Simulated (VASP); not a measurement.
Level of theory: HSE06 screened hybrid, VASP's PBE PAW potentials (set 64) (plane waves; VASP 6.6.1).

VASP ran on this input.

KPOINTS_OPT:
```
k-points along high-symmetry lines
11
Line-mode
Reciprocal
  0.000000   0.000000   0.000000 ! GAMMA
 -0.500000  -0.500000   0.000000 ! X

 -0.500000  -0.500000   0.000000 ! X
 -0.375000  -0.375000   0.250000 ! U

 -0.375000  -0.000000   0.375000 ! K
  0.000000   0.000000   0.000000 ! GAMMA

  0.000000   0.000000   0.000000 ! GAMMA
 -0.000000  -0.000000   0.500000 ! L

 -0.000000  -0.000000   0.500000 ! L
 -0.500000  -0.250000   0.250000 ! W

 -0.500000  -0.250000   0.250000 ! W
 -0.500000  -0.500000   0.000000 ! X
```

File POSCAR:
```
SiC
3.0967030
  0.0000000000   0.7071068178   0.7071068178
  0.7071068178   0.0000000000   0.7071068178
  0.7071068178   0.7071068178   0.0000000000
Si C
1 1
Cart
  0.0000000000   0.0000000000   0.0000000000
  0.3535534089   0.3535534089   0.3535534089
```

INCAR:
```
PREC = Accurate
LWAVE = .FALSE.
SYSTEM = SiC
ISYM = 3
SIGMA = 0.05   ! width (eV)
GGA = PE   ! PBE
EDIFF = 1E-6   ! SCF stop (eV)
HFSCREEN = 0.2
LASPH = .TRUE.
NELM = 60   ! most electronic steps
ISIF = 2
LCHARG = .FALSE.
ISMEAR = 0
AEXX = 0.25
LREAL = .FALSE.   ! projection in real space or not
PRECFOCK = Fast
LHFCALC = .TRUE.
ENCUT = 520   ! plane-wave cut-off (eV)
ALGO = Normal   ! blocked Davidson
```

### KPOINTS
```
Automatic mesh
0
Gamma
8 8 8
0 0 0
```

POTCAR, in this order: Si C (PBE.64 set). Program: vasp_std. Read from the step before: WAVECAR.

The resulting files:

**OUTCAR**
```
 ion  position               nearest neighbor table
   1  0.000  0.000  0.000-   2 1.90   2 1.90   2 1.90   2 1.90
   2  0.250  0.250  0.250-   1 1.90   1 1.90   1 1.90   1 1.90
  LATTYP: Found a face centered cubic cell.
 ALAT       =     4.3793996078
 Subroutine PRICEL returns:
 Original cell was already a primitive cell.
 Subroutine GETGRP returns: Found 24 space group operations
The static configuration has the point symmetry T_d .
The dynamic configuration has the point symmetry T_d .
 Subroutine INISYM returns: Found 24 space group operations
 Subroutine IBZKPT returns following result:
 Found     29 irreducible k-points:

 Following reciprocal coordinates:
            Coordinates               Weight
  0.000000  0.000000  0.000000      1.000000
  0.125000  0.000000  0.000000      8.000000
  0.250000  0.000000  0.000000      8.000000
  0.375000  0.000000  0.000000      8.000000
  0.500000  0.000000  0.000000      4.000000
  0.125000  0.125000  0.000000      6.000000
  0.250000  0.125000  0.000000     24.000000
  0.375000  0.125000  0.000000     24.000000
  0.500000  0.125000  0.000000     24.000000
...
```

**OSZICAR**
```
       N       E                     dE             d eps       ncg     rms          rms(c)
DAV:   1    -0.174538270035E+02   -0.17454E+02   -0.35960E-01   480   0.501E+00    0.285E+00
DAV:   2    -0.174552456460E+02   -0.14186E-02   -0.39989E-03   680   0.622E-01    0.184E+00
DAV:   3    -0.174546878946E+02    0.55775E-03   -0.28513E-04   672   0.138E-01    0.106E+00
DAV:   4    -0.174545022337E+02    0.18566E-03   -0.91761E-05   600   0.766E-02    0.603E-01
DAV:   5    -0.174544422542E+02    0.59979E-04   -0.26757E-05   584   0.453E-02    0.343E-01
DAV:   6    -0.174544232173E+02    0.19037E-04   -0.75765E-06   592   0.256E-02    0.195E-01
DAV:   7    -0.174544168358E+02    0.63815E-05   -0.24024E-06   512   0.147E-02    0.111E-01
DAV:   8    -0.174544149794E+02    0.18564E-05   -0.66415E-07   240   0.805E-03    0.643E-02
DAV:   9    -0.174544144747E+02    0.50468E-06   -0.26780E-07   232   0.553E-03
   1 F= -.17454414E+02 E0= -.17454414E+02  d E =-.513012E-19
       N       E                     dE             ncg
       N       E                     dE             ncg
       N       E                     dE             ncg
```

File OUTCAR:
```
------------------------ aborting loop because EDIFF is reached ----------------------------------------
  FORCE on cell =-STRESS in cart. coord.  units (eV):
  Direction    XX          YY          ZZ          XY          YZ          ZX
  --------------------------------------------------------------------------------------
  Total       -0.6628245     -0.6628245     -0.6628245      0.0000000     -0.0000000     -0.0000000
  in kB      -50.5737805    -50.5737805    -50.5737805      0.0000000     -0.0000000     -0.0000000
  external PRESSURE =     -50.5737805 kB  Pullay stress =       0.0000000 kB
  volume of cell :       21.00
      direct lattice vectors                 reciprocal lattice vectors
     0.000000000  2.189699804  2.189699804    -0.228341802  0.228341802  0.228341802
     2.189699804  0.000000000  2.189699804     0.228341802 -0.228341802  0.228341802
     2.189699804  2.189699804  0.000000000     0.228341802  0.228341802 -0.228341802
  FREE ENERGIE OF THE ION-ELECTRON SYSTEM (eV)
  ---------------------------------------------------
  free  energy   TOTEN  =       -17.4544144747 eV

  energy  without entropy=      -17.4544144747  energy(sigma->0) =      -17.45441447

  exchange ACFDT corr.  =         0.00000000  see jH, gK, PRB 81, 115126
```
(Selected blocks of OUTCAR.)

The compound is SiC in the zinc blende structure. It was relaxed first. The cell's shape comes from a PBE relaxation.
